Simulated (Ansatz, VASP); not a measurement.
# Two plane-wave programs on HfMg3

```
Hf Mg
1.0
     4.40362    0.00000    0.00000
     0.00000    4.40362    0.00000
     0.00000    0.00000    4.40362
Hf Mg
1 3
Direct
  0.00000 0.00000 0.00000
  0.00000 0.50000 0.50000
  0.50000 0.00000 0.50000
  0.50000 0.50000 0.00000
```

Change from the starting cell: volume scaled by 0.98.

Alike in both runs: task single point; functional PBE; k mesh 6 × 6 × 6; occupations fermi-dirac, width 0.05 eV; no spin polarisation.

|  | VASP | Ansatz |
| --- | --- | --- |
| version | VASP 6.6.1 | Ansatz 0.2.0 |
| potentials or method | VASP PAW PBE potentials, release 64 (Hf_pv, Mg) | Ansatz PAW |
| plane-wave cutoff (eV) | 520 | 420 |
| valence electrons in the cell | 16 | 56 |

Ansatz gave:

```
gap on the k mesh at the Fermi level (eV) : none
pressure (GPa)                            : 1.2
```

**Question.** Estimate VASP's values.

**Answer.** gap on the k mesh at the Fermi level (eV): none; pressure (GPa): 1.1.

A gap of «none» marks a metal or a gap that the smearing closes. The two sets of potentials don't hold the same shells in valence.

The runs have no spin-orbit coupling, so splittings on Hf are missing.
